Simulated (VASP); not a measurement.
Level of theory: PBE GGA, VASP's PBE PAW potentials (set 64) (plane waves; VASP).

The input files of a VASP run:

**POSCAR**
```
RhTe
1
    3.3475743426    -0.0000000000    -0.0000000000
   -0.0000000000     3.3475743426    -0.0000000000
   -0.0000000000     0.0000000000     3.3475743426
Rh Te
1 1
Direct
  0.0000000000   0.0000000000   0.0000000000
  0.5000000000   0.5000000000   0.5000000000
```

### INCAR
```
ALGO = Normal
EDIFF = 1E-7
ENCUT = 400
GGA = PE
ISIF = 2
ISMEAR = -5
LASPH = .TRUE.
LCHARG = .TRUE.
LMAXMIX = 4
LORBIT = 11
LREAL = .FALSE.
LWAVE = .FALSE.
NEDOS = 601
NELM = 100
PREC = Accurate
SYSTEM = RhTe
```

**KPOINTS**
```
Automatic
0
G
  12 12 12
```

POTCAR, in this order: Rh_pv Te (PBE.64 set). Program: vasp_std.

Unless said otherwise, spin-orbit coupling is left out, though it shifts the bands of the heavy elements here.

### Question
Estimate the energy per atom (σ→0), band gap (on the k-mesh).

### Answer

- energy per atom (σ→0) = -499.6 kJ/mol of atoms
- band gap (on the k-mesh) = none (metal, semimetal or under 0.01 eV)

OSZICAR:
```
...
DAV:   8    -0.103571994232E+02    0.26763E-02   -0.14438E-02  2646   0.129E+00    0.116E+00
DAV:   9    -0.103558568825E+02    0.13425E-02   -0.27936E-03  2432   0.507E-01    0.653E-01
DAV:  10    -0.103557525556E+02    0.10433E-03   -0.24244E-04  2742   0.136E-01    0.174E-01
DAV:  11    -0.103557502637E+02    0.22919E-05   -0.42020E-06  2636   0.226E-02    0.558E-03
DAV:  12    -0.103557497922E+02    0.47151E-06   -0.69978E-08  2092   0.260E-03    0.507E-03
DAV:  13    -0.103557500188E+02   -0.22665E-06   -0.98941E-09  1380   0.109E-03    0.958E-04
DAV:  14    -0.103557500314E+02   -0.12542E-07   -0.16713E-09  1278   0.350E-04
   1 F= -.10355750E+02 E0= -.10355750E+02  d E =0.000000E+00
```

The structure was generated: RhTe was put into the CsCl type type (Pm-3m), which need not be its known phase. It was relaxed first, which changed the volume by -22 %. The electron count is odd and the run is not spin-polarised, which forces a metal.
